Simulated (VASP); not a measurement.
# Be12H3N in VASP: further runs, part 2 of 2

VASP 6.6.1. The steps go on from the part before.

## Step 3: Single point, PBEsol

INCAR

```
SYSTEM = Be12H3N
PREC = Accurate
ENCUT = 520
EDIFF = 1E-6
ISMEAR = -1
SIGMA = 0.05
LREAL = Auto
LASPH = .TRUE.
NELM = 100
ALGO = Fast
ISIF = 2
LWAVE = .FALSE.
LCHARG = .TRUE.
GGA = PS
LELF = .TRUE.
LVHAR = .TRUE.
NBANDS = 30
```

KPOINTS

```
regular mesh
0
G
  6 6 1
  0 0 0
```

POSCAR

```
Be12H3N
1.0
    4.5800000000      0.0000000000      0.0000000000
    2.2900000000      3.9663960000      0.0000000000
    0.0000000000      0.0000000000     14.5884300000
Be N H
12 1 3
Direct
    0.0000000000      0.0000000000      0.0685474722
    0.5000000000      0.0000000000      0.0685474722
    0.0000000000      0.5000000000      0.0685474722
    0.5000000000      0.5000000000      0.0685474722
   -0.1666666667      0.3333333333      0.1915363751
    0.3333333333      0.3333333333      0.1915363751
   -0.1666666667      0.8333333333      0.1915363751
    0.3333333333      0.8333333333      0.1915363751
    0.0000000000      0.0000000000      0.3145252779
    0.5000000000      0.0000000000      0.3145252779
    0.0000000000      0.5000000000      0.3145252779
    0.5000000000      0.5000000000      0.3145252779
    0.9742775992      0.5131749326      0.4310559807
    0.7374578240      0.6393852253      0.4571040201
    1.0849261134      0.2772224458      0.4571040201
    1.1004487341      0.6229173789      0.4571040201
```

Potentials or basis: VASP PAW PBE potentials, release 64 (Be, N, H).

On the command line:

```console
> cat potpaw_PBE.64/Be/POTCAR potpaw_PBE.64/N/POTCAR potpaw_PBE.64/H/POTCAR > POTCAR
> mpirun -np 1 vasp_std > vasp.out
```

OUTCAR:

```text
SYSTEM = Be12H3N
   PREC = Accurate
   ENCUT = 520
   EDIFF = 1E-6
   ISMEAR = -1
   LREAL = Auto
   LASPH = .TRUE.
   NELM = 100
   ISIF = 2
   GGA = PS

 ion  position               nearest neighbor table
   1  0.000  0.000  0.069-   5 2.23   8 2.23   7 2.23   3 2.29   3 2.29   4 2.29   4 2.29   2 2.29
                             2 2.29
   2  0.500  0.000  0.069-   6 2.23   7 2.23   8 2.23   4 2.29   3 2.29   4 2.29   3 2.29   1 2.29
                             1 2.29
   3  0.000  0.500  0.069-   7 2.23   6 2.23   5 2.23   1 2.29   1 2.29   2 2.29   2 2.29   4 2.29
                             4 2.29
   4  0.500  0.500  0.069-   8 2.23   5 2.23   6 2.23   2 2.29   1 2.29   2 2.29   1 2.29   3 2.29
                             3 2.29
   5  0.833  0.333  0.192-   9 2.23   1 2.23  12 2.23  11 2.23   4 2.23   3 2.23   7 2.29   7 2.29
                             8 2.29   8 2.29   6 2.29   6 2.29
   6  0.333  0.333  0.192-  10 2.23   2 2.23  11 2.23  12 2.23   3 2.23   4 2.23   8 2.29   7 2.29
                             8 2.29   7 2.29   5 2.29   5 2.29
   7  0.833  0.833  0.192-  11 2.23   3 2.23  10 2.23   9 2.23   2 2.23   1 2.23   5 2.29   5 2.29
                             6 2.29   6 2.29   8 2.29   8 2.29
[... 235 lines left out ...]
      3      -8.9883      2.00000
      4      -8.9744      2.00000
      5      -7.3375      2.00000
      6      -5.8335      2.00000
[... 609 lines left out ...]
     27       7.5087      0.00000
     28       8.5334      0.00000
 [bands above 28 left out]

------------------------ aborting loop because EDIFF is reached ----------------------------------------

  FORCE on cell =-STRESS in cart. coord.  units (eV):
  Direction    XX          YY          ZZ          XY          YZ          ZX
  --------------------------------------------------------------------------------------
  -------------------------------------------------------------------------------------
  Total       -4.1180049     -3.9934151      3.4468857      0.1251055     -0.1331817      0.2217269
  in kB      -24.8958718    -24.1426495     20.8385433      0.7563396     -0.8051655      1.3404755
  external PRESSURE =      -9.3999926 kB  Pullay stress =       0.0000000 kB

 VOLUME and BASIS-vectors are now :
 -----------------------------------------------------------------------------
  energy-cutoff  :      520.00
  volume of cell :      265.01
      direct lattice vectors                 reciprocal lattice vectors
     4.580000000  0.000000000  0.000000000     0.218340611 -0.126059022  0.000000000
     2.290000000  3.966396000  0.000000000     0.000000000  0.252118044  0.000000000
     0.000000000  0.000000000 14.588430000     0.000000000  0.000000000  0.068547472

 POSITION                                       TOTAL-FORCE (eV/Angst)
 -----------------------------------------------------------------------------------
      0.00000      0.00000      1.00000         0.019798     -0.011466     -0.116781
      2.29000      0.00000      1.00000        -0.018045     -0.031881     -0.105367
      1.14500      1.98320      1.00000        -0.017640      0.010596      0.126910
      3.43500      1.98320      1.00000         0.017883      0.031704     -0.105237
      4.58000      1.32213      2.79422         0.023774      0.027055      0.219032
      2.29000      1.32213      2.79422        -0.029579      0.018920      0.118292
[... 8 lines left out ...]
      1.02380      1.09957      6.66843        -0.057709     -0.957031      0.319698
      1.88654      2.47074      6.66843         0.836997      0.469928      0.321262
 -----------------------------------------------------------------------------------
    total drift:                                0.000076      0.000036     -0.003914

  FREE ENERGIE OF THE ION-ELECTRON SYSTEM (eV)
  ---------------------------------------------------
  free  energy   TOTEN  =       -63.0816277939 eV

  energy  without entropy=      -63.0342862931  energy(sigma->0) =      -63.05795704
```

OSZICAR:

```text
N       E                     dE             d eps       ncg     rms          rms(c)
DAV:   1     0.962130527768E+02    0.96213E+02   -0.11309E+04  1200   0.828E+02
DAV:   2    -0.549746583026E+02   -0.15119E+03   -0.13991E+03  1528   0.172E+02
DAV:   3    -0.689052938264E+02   -0.13931E+02   -0.13661E+02  1584   0.498E+01
[... 12 lines left out ...]
RMM:  16    -0.630815936265E+02   -0.16888E-03   -0.13434E-04  1676   0.436E-02    0.568E-03
RMM:  17    -0.630816254617E+02   -0.31835E-04   -0.57231E-05  1697   0.260E-02    0.801E-03
RMM:  18    -0.630816258381E+02   -0.37641E-06   -0.15403E-05  1667   0.112E-02    0.414E-03
RMM:  19    -0.630816270350E+02   -0.11969E-05   -0.55938E-06  1530   0.812E-03    0.163E-03
RMM:  20    -0.630816277939E+02   -0.75891E-06   -0.65660E-07  1307   0.394E-03
   1 F= -.63081628E+02 E0= -.63057957E+02  d E =-.473415E-01
```

It took 3 min on 1 thread of Intel Xeon 6975P-C (Granite Rapids), shared host; peak memory 0.4 GiB.

Results:

```
Free energy            : -63.0816 eV
Largest force          : 1.087 eV/Å
Band gap on the k mesh : none (metal or under the smearing width)
```

Forces on the atoms (eV/Å):
```
Be   0.020 -0.011 -0.117
Be  -0.018 -0.032 -0.105
Be  -0.018  0.011  0.127
Be   0.018  0.032 -0.105
Be   0.024  0.027  0.219
Be  -0.030  0.019  0.118
Be  -0.015 -0.034  0.220
Be   0.019 -0.011 -0.216
Be  -0.037  0.021 -0.717
Be   0.082  0.210 -0.698
Be  -0.026  0.015  0.080
Be  -0.133 -0.179 -0.700
N    0.028 -0.013  1.086
H   -0.694  0.433  0.168
H   -0.058 -0.957  0.320
H    0.837  0.470  0.321
```

Levels at points of the mesh, in eV from the Fermi level:
| k point | band 14 | band 15 | band 16 | band 17 | band 18 | band 19 |
| --- | --- | --- | --- | --- | --- | --- |
| (0.00, 0.00, 0.00) | -1.83 | -1.79 | -1.79 | -1.72 | 1.87 | 2.60 |
| (0.50, 0.00, 0.00) | -1.30 | 0.18 | 0.35 | 0.59 | 1.30 | 2.90 |
| (0.50, 0.50, 0.00) | -1.30 | 0.17 | 0.35 | 0.58 | 1.33 | 2.91 |
| (0.00, 0.50, 0.00) | -1.30 | 0.17 | 0.35 | 0.58 | 1.33 | 2.91 |

Caveat: the PAW data sets were made with another functional, which shifts forces and pressure a little.
